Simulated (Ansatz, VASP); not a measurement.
# WS2 (Tungstenite): VASP beside Ansatz, part 2 of 2

One calculation is typed for both programs; each brings its own data sets. How far apart do they land? The cell is taken from a series of runs on this material, whose earlier steps may have relaxed, scaled, displaced or heated it; both programs get it as it stands.

VASP 6.6.1 and Ansatz 0.2.0.

So far. Step 3 (VASP: single point, PBE): The run ends at a pressure of 5.06 GPa, with forces up to 0.064 eV/Å.

**6. VASP: single point, LDA, pair 2**

Level of this step: LDA, no spin polarisation; plane waves and PAW (W, S) (VASP).

With cell and atoms fixed, the geometry can't cause a difference; cores, projectors, grids and the points listed under the comparison can.

Input file INCAR:

```
SYSTEM = WS2
PREC = Accurate
ENCUT = 600
EDIFF = 1E-06
NELM = 120
ISMEAR = 0
SIGMA = 0.01
LREAL = .FALSE.
ALGO = Normal
GGA = PW92
NBANDS = 24
LASPH = .TRUE.
LORBIT = 11
LWAVE = .FALSE.
LCHARG = .FALSE.
ISIF = 2
GGA_COMPAT = .FALSE.
EFERMI = MIDGAP
KPAR = 2
```

Input file POSCAR:

```
WS2
1.0
    3.1430410417      0.0000000000      0.0000000000
   -1.5715205209      2.7219533873      0.0000000000
    0.0000000000      0.0000000000     11.9502324404
W S
2 4
Direct
    0.3333333334      0.6666666668      0.2500000000
    0.6666666668      0.3333333334      0.7500000000
    0.3333333334      0.6666666668      0.6181409895
    0.6666666668      0.3333333334      0.1181409895
    0.3333333334      0.6666666668      0.8818590105
    0.6666666668      0.3333333334      0.3818590105
```

Input file KPOINTS:

```
Automatic mesh
0
Gamma
12 12 2
0 0 0
```

PAW data sets: W and S (LDA family, release 64).

Run with:

```sh
$ mpirun -np 2 vasp_std
```

Numbers of over 12 decimals in the logs are rounded to 6 here.

The program printed:

```text
[banner, memory and clock lines left out]
running    2 mpi-ranks, on    1 nodes
[...]
|                                                                             |
|               ----> ADVICE to this user running VASP <----                  |
|                                                                             |
|     You enforced a specific xc type in the INCAR file but a different       |
|     [... a line on the potential file left out ...]
|     I HOPE YOU KNOW WHAT YOU ARE DOING!                                     |
|                                                                             |

 LDA part: xc-table for (Slater(with rela. corr.)+PW92), standard interpolation
 POSCAR, INCAR and KPOINTS ok, starting setup
[...]
entering main loop
       N       E                     dE             d eps       ncg     rms          rms(c)
DAV:   1     0.193849932682E+03    0.19385E+03   -0.17865E+04  1824   0.150E+03
DAV:   2    -0.394816210813E+02   -0.23333E+03   -0.22383E+03  2424   0.286E+02
DAV:   3    -0.550646260599E+02   -0.15583E+02   -0.15455E+02  2440   0.713E+01
DAV:   4    -0.554036936582E+02   -0.33907E+00   -0.33827E+00  2352   0.115E+01
[...]
DAV:  13    -0.526528249975E+02   -0.14634E-05   -0.19721E-05  2344   0.271E-02    0.850E-03
DAV:  14    -0.526528239893E+02    0.10082E-05   -0.69681E-06  2352   0.131E-02    0.532E-03
DAV:  15    -0.526528239645E+02    0.24777E-07   -0.55865E-07  1496   0.524E-03
   1 F= -.52652824E+02 E0= -.52652824E+02  d E =0.000000E+00
```

OUTCAR, selected parts (step 6):

```text
  Total       -2.1355695     -2.1355695     -2.1434539      0.0000000      0.0000000     -0.0000000
  in kB      -33.4670317    -33.4670317    -33.5905911      0.0000000      0.0000000     -0.0000000
  external PRESSURE =     -33.5082182 kB  Pullay stress =       0.0000000 kB

 POSITION                                       TOTAL-FORCE (eV/Angst)
 -----------------------------------------------------------------------------------
     -0.00000      1.81464      2.98756         0.000000     -0.000000     -0.000000
      1.57152      0.90732      8.96267        -0.000000     -0.000000      0.000000
     -0.00000      1.81464      7.38693        -0.000000     -0.000000      0.471336
      1.57152      0.90732      1.41181         0.000000     -0.000000      0.471336
     -0.00000      1.81464     10.53842        -0.000000      0.000000     -0.471336
      1.57152      0.90732      4.56330         0.000000      0.000000     -0.471336
 -----------------------------------------------------------------------------------
    total drift:                               -0.000000     -0.000000      0.000000

  FREE ENERGIE OF THE ION-ELECTRON SYSTEM (eV)
  ---------------------------------------------------
  free  energy   TOTEN  =       -52.6528239645 eV

  energy  without entropy=      -52.6528239645  energy(sigma->0) =      -52.65282396

[... 2 parts as in an earlier step ...]

[... 1 further part left out ...]
[key lines of the parts left out:]
E-fermi :   7.2030
```

The run ends at a pressure of -3.35 GPa, with forces up to 0.47 eV/Å.

**7. Ansatz: single point, LDA, pair 2**

The same cell, functional (in two slightly different forms) and mesh now go to Ansatz.

The cell is taken from a series of runs on this material, whose earlier steps may have relaxed, scaled, displaced or heated it; both programs get it as it stands.

Input file input.yaml:

```yaml
crystal:
  lattice:
    - [3.1430410417, 0.0, 0.0]
    - [-1.5715205209, 2.7219533873, 0.0]
    - [0.0, 0.0, 11.9502324404]
  atoms:
    - { symbol: W, position: [0.3333333333, 0.6666666667, 0.25] }
    - { symbol: W, position: [0.6666666667, 0.3333333333, 0.75] }
    - { symbol: S, position: [0.3333333333, 0.6666666667, 0.6181409895] }
    - { symbol: S, position: [0.6666666667, 0.3333333333, 0.1181409895] }
    - { symbol: S, position: [0.3333333333, 0.6666666667, 0.8818590105] }
    - { symbol: S, position: [0.6666666667, 0.3333333333, 0.3818590105] }
kpoints:
  mp_grid: { grid: [12, 12, 2] }
  band_path:
    path:
      - [0.0, 0.0, 0.0]
      - [0.5, 0.0, 0.0]
      - [0.33333333, 0.33333333, 0.0]
      - [0.0, 0.0, 0.5]
      - [0.5, 0.0, 0.5]
      - [0.33333333, 0.33333333, 0.5]
      - [0.1666666667, 0.1666666667, 0.0]
    npoints: 1
hamiltonian:
  xc: lda
scf:
  occupations: { method: fixed }
  n_extra_bands: 6
output:
  eigenvalues: true
  forces: true
  stress: true
basis:
  ecutwfc: 550.0
```

Run with:

```sh
$ ansatz run input.yaml --threads 2 --pin off --max-ram 92160MiB --backend cuda --devices 1 --max-vram 13GiB --events-out ev --progress --plain --runs-dir out
```

The program printed:

```text
[...]
GPUs: using 1 of 1 available (devices: 1).
[...]
GPU FFT provider: cuFFT
GPU libraries: cuBLAS 13.8.2, cuFFT 12.4.0, cuSOLVER 12.3.4
Crystal: 6 atoms, lattice volume = 102.237 Å³
Basis set: ecut = 550 eV, 2949 PW (Γ)
Bands: 32, of which v1, the nominal top of the filled ones, is band 26 counted from 1 (25 counted from 0)
Symmetry: 24 space group operations
[...]
k-point 0: bands = [... 22 lower, 10.0008, 10.7966, 10.9697, 12.2504, 14.4451, 14.4451, 14.4496, 14.4496, ... 2 higher]
  k-point 1: bands = [... 22 lower, 9.9581, 9.9581, 11.9507, 11.9507, 14.4254, 14.4254, 14.4254, 14.4254, ... 2 higher]
  k-point 2: bands = [... 22 lower, 9.9963, 10.8231, 11.0644, 11.9751, 14.3244, 14.3383, 14.3388, 14.4073, ... 2 higher]
  k-point 37: bands = [... 22 lower, 9.0233, 9.0233, 11.4484, 11.4484, 13.4549, 13.4549, 14.5696, 14.5696, ... 2 higher]
[key lines of the parts left out:]
SCF converged after 7 iterations
Free energy (F): -23743.355996 eV
Fermi energy:    12.250355 eV
P = ⅓ Tr σ = -3.0043 GPa (-30.043 kbar)
```

**8. Comparison**

What differs besides the data sets and the points named for the pairs above, as far as they apply: fixed occupations in Ansatz, narrow Gaussian smearing in VASP; the data sets hold 52 valence electrons in Ansatz (on its default PAW (the set named soft_2) files) and 36 in VASP; VASP's log shows a relativistic correction to its local exchange, Ansatz's none. Total energies have different zeros and are not compared.

Compared:

| quantity | Ansatz | VASP | difference |
| --- | --- | --- | --- |
| pressure (GPa) | -3.00 | -3.35 | +0.35 |
| gap on the k mesh (eV) | 0.727 | 0.747 | -0.020 |

Forces (eV/Å; atoms numbered as in POSCAR):

| atom | Ansatz x, y, z | VASP x, y, z |
| --- | --- | --- |
| W1 | 0.000, 0.000, 0.000 | 0.000, 0.000, 0.000 |
| W2 | 0.000, 0.000, 0.000 | 0.000, 0.000, 0.000 |
| S3 | 0.000, 0.000, 0.443 | 0.000, 0.000, 0.471 |
| S4 | 0.000, 0.000, 0.443 | 0.000, 0.000, 0.471 |
| S5 | 0.000, 0.000, -0.443 | 0.000, 0.000, -0.471 |
| S6 | 0.000, 0.000, -0.443 | 0.000, 0.000, -0.471 |

The forces differ by 13 meV/Å r.m.s., which is 6.1 % of the r.m.s. force of 0.222 eV/Å (both taken over all components). A gap on the mesh is an upper bound, since the band edges may lie between its points; neither run holds spin-orbit coupling, which can move the band edges of a compound of W.

**9. Ansatz: single point, LDA, pair 3**

With cell and atoms fixed, the geometry can't cause a difference; cores, projectors, grids and the points listed under the comparison can. The cell compared in this pair holds 103.99 Å³, against 102.24 Å³ for the pair before.

The cell is taken from a series of runs on this material, whose earlier steps may have relaxed, scaled, displaced or heated it; both programs get it as it stands.

input.yaml, the sections that differ from step 7:

```yaml
crystal:
  lattice:
    - [3.1514244389, 0.0, 0.0]
    - [-1.5757122194, 2.7292136222, 0.0]
    - [0.0, 0.0, 12.0905251829]
  atoms:
    - { symbol: W, position: [0.3333333333, 0.6666666667, 0.25] }
    - { symbol: W, position: [0.6666666667, 0.3333333333, 0.75] }
    - { symbol: S, position: [0.3333333333, 0.6666666667, 0.6197379494] }
    - { symbol: S, position: [0.6666666667, 0.3333333333, 0.1197379494] }
    - { symbol: S, position: [0.3333333333, 0.6666666667, 0.8802620506] }
    - { symbol: S, position: [0.6666666667, 0.3333333333, 0.3802620506] }
# kpoints, hamiltonian, scf, output, basis: as in step 7
```

The program printed:

```text
[...]
GPUs: using 1 of 1 available (devices: 1).
[...]
GPU FFT provider: cuFFT
GPU libraries: cuBLAS 13.8.2, cuFFT 12.4.0, cuSOLVER 12.3.4
Crystal: 6 atoms, lattice volume = 103.990 Å³
Basis set: ecut = 550 eV, 2987 PW (Γ)
Bands: 32, of which v1, the nominal top of the filled ones, is band 26 counted from 1 (25 counted from 0)
Symmetry: 24 space group operations
[...]
k-point 0: bands = [... 22 lower, 9.6898, 10.5395, 10.5720, 11.9158, 14.1355, 14.1355, 14.1492, 14.1492, ... 2 higher]
  k-point 1: bands = [... 22 lower, 9.6536, 9.6536, 11.6108, 11.6108, 14.1219, 14.1219, 14.1219, 14.1219, ... 2 higher]
  k-point 2: bands = [... 22 lower, 9.6902, 10.5626, 10.6922, 11.6601, 14.0220, 14.0258, 14.0425, 14.0915, ... 2 higher]
  k-point 37: bands = [... 22 lower, 8.7542, 8.7542, 11.1621, 11.1621, 13.1269, 13.1269, 14.2988, 14.2988, ... 2 higher]
[key lines of the parts left out:]
SCF converged after 7 iterations
Free energy (F): -23743.351876 eV
Fermi energy:    11.915845 eV
P = ⅓ Tr σ = -3.9507 GPa (-39.507 kbar)
```

**10. VASP: single point, LDA, pair 3**

The same cell, functional (in two slightly different forms) and mesh now go to VASP, with its own data sets.

INCAR is that of step 6.

Input file POSCAR:

```
WS2
1.0
    3.1514244389      0.0000000000      0.0000000000
   -1.5757122194      2.7292136222      0.0000000000
    0.0000000000      0.0000000000     12.0905251829
W S
2 4
Direct
    0.3333333334      0.6666666668      0.2500000000
    0.6666666668      0.3333333334      0.7500000000
    0.3333333334      0.6666666668      0.6197379494
    0.6666666668      0.3333333334      0.1197379494
    0.3333333334      0.6666666668      0.8802620506
    0.6666666668      0.3333333334      0.3802620506
```

KPOINTS is that of step 6.

Run with:

```sh
$ mpirun -np 2 vasp_std
```

The program printed:

```text
[banner, memory and clock lines left out]
running    2 mpi-ranks, on    1 nodes
[...]
[... a notice as in an earlier step ...]

 LDA part: xc-table for (Slater(with rela. corr.)+PW92), standard interpolation
 POSCAR, INCAR and KPOINTS ok, starting setup
[...]
entering main loop
       N       E                     dE             d eps       ncg     rms          rms(c)
DAV:   1     0.194558739028E+03    0.19456E+03   -0.17938E+04  1824   0.150E+03
DAV:   2    -0.391798466816E+02   -0.23374E+03   -0.22470E+03  2424   0.289E+02
DAV:   3    -0.551203511655E+02   -0.15941E+02   -0.15829E+02  2528   0.711E+01
DAV:   4    -0.554276401347E+02   -0.30729E+00   -0.30660E+00  2384   0.107E+01
[...]
DAV:  12    -0.526477439565E+02    0.68761E-04   -0.35323E-04  2560   0.116E-01    0.440E-02
DAV:  13    -0.526477453827E+02   -0.14262E-05   -0.21491E-05  2320   0.278E-02    0.776E-03
DAV:  14    -0.526477445314E+02    0.85126E-06   -0.61502E-06  2280   0.123E-02
   1 F= -.52647745E+02 E0= -.52647745E+02  d E =0.000000E+00
```

OUTCAR, selected parts (step 10):

```text
  Total       -2.8035303     -2.8035303     -2.7853900     -0.0000000      0.0000000      0.0000000
  in kB      -43.1942809    -43.1942809    -42.9147913     -0.0000000      0.0000000      0.0000000
  external PRESSURE =     -43.1011177 kB  Pullay stress =       0.0000000 kB

 POSITION                                       TOTAL-FORCE (eV/Angst)
 -----------------------------------------------------------------------------------
      0.00000      1.81948      3.02263         0.000000     -0.000000      0.000000
      1.57571      0.90974      9.06789        -0.000000      0.000000     -0.000000
      0.00000      1.81948      7.49296        -0.000000     -0.000000      0.484872
      1.57571      0.90974      1.44769         0.000000      0.000000      0.484872
      0.00000      1.81948     10.64283        -0.000000     -0.000000     -0.484872
      1.57571      0.90974      4.59757         0.000000      0.000000     -0.484872
 -----------------------------------------------------------------------------------
    total drift:                               -0.000000     -0.000000      0.000000

  FREE ENERGIE OF THE ION-ELECTRON SYSTEM (eV)
  ---------------------------------------------------
  free  energy   TOTEN  =       -52.6477445314 eV

  energy  without entropy=      -52.6477445314  energy(sigma->0) =      -52.64774453

[... 1 part as in an earlier step ...]

[... 2 further parts left out ...]
[key lines of the parts left out:]
E-fermi :   6.9922
```

The run ends at a pressure of -4.31 GPa, with forces up to 0.48 eV/Å.

**11. Differences**

What differs besides the data sets and the points named for the pairs above, as far as they apply: the data sets hold 52 valence electrons in Ansatz (on its default PAW (the set named soft_2) files) and 36 in VASP. Total energies have different zeros and are not compared.

Compared:

| quantity | Ansatz | VASP | difference |
| --- | --- | --- | --- |
| pressure (GPa) | -3.95 | -4.31 | +0.36 |
| gap on the k mesh (eV) | 0.794 | 0.813 | -0.019 |

Forces (eV/Å; atoms numbered as in POSCAR):

| atom | Ansatz x, y, z | VASP x, y, z |
| --- | --- | --- |
| W1 | 0.000, 0.000, 0.000 | 0.000, 0.000, 0.000 |
| W2 | 0.000, 0.000, 0.000 | 0.000, 0.000, 0.000 |
| S3 | 0.000, 0.000, 0.454 | 0.000, 0.000, 0.485 |
| S4 | 0.000, 0.000, 0.454 | 0.000, 0.000, 0.485 |
| S5 | 0.000, 0.000, -0.454 | 0.000, 0.000, -0.485 |
| S6 | 0.000, 0.000, -0.454 | 0.000, 0.000, -0.485 |

The forces differ by 14 meV/Å r.m.s., which is 6.3 % of the r.m.s. force of 0.229 eV/Å (both taken over all components). A gap on the mesh is an upper bound, since the band edges may lie between its points; neither run holds spin-orbit coupling, which can move the band edges of a compound of W.

**12. Summary of results**

| Quantity | Value |
| --- | --- |
| r.m.s. force difference (single point, PBE) | 25 meV/Å |
| difference in pressure (single point, PBE) | 0.64 GPa |
| r.m.s. force difference (single point, LDA, pair 2) | 6.1 % of the r.m.s. force |
| r.m.s. force difference (single point, LDA, pair 3) | 6.3 % of the r.m.s. force |

In words: The r.m.s. force difference is 6.3 % of the r.m.s. force (single point, LDA, pair 3), beyond the 3 % picked in this series as the mark of a large difference. The data sets hold unlike numbers of valence electrons (52 in Ansatz and 36 in VASP), so part of the differences comes from the potentials. Single point, PBE, VASP with the data sets W_sv and S and a cutoff of 500 eV: r.m.s. force difference goes from 25 to 1.5 meV/Å; the difference in pressure goes from 0.64 to 0.035 GPa; the difference in gap on the k mesh goes from -0.028 to -0.018 eV. What causes the difference of the single point, LDA, pair 2 pair stays open here. What causes the difference of the single point, LDA, pair 3 pair stays open here. 4 further runs of this series are not shown here. Such differences can come from data sets, numerical settings and the points named under the comparisons, not from the functional's error against experiment.

[Lines on the potential files, build, host, timing and source positions are cut from VASP's logs without a mark.]

[Logs are printed without paths, hosts, clocks, repeated set-up lines and the standing remarks that a program may print on its own settings, such as how far it seeks lower states.]

[Hosts, paths, dates, database ids (printed as entryN), source tags and the programs' standing remarks are cut or masked in the printed files.]
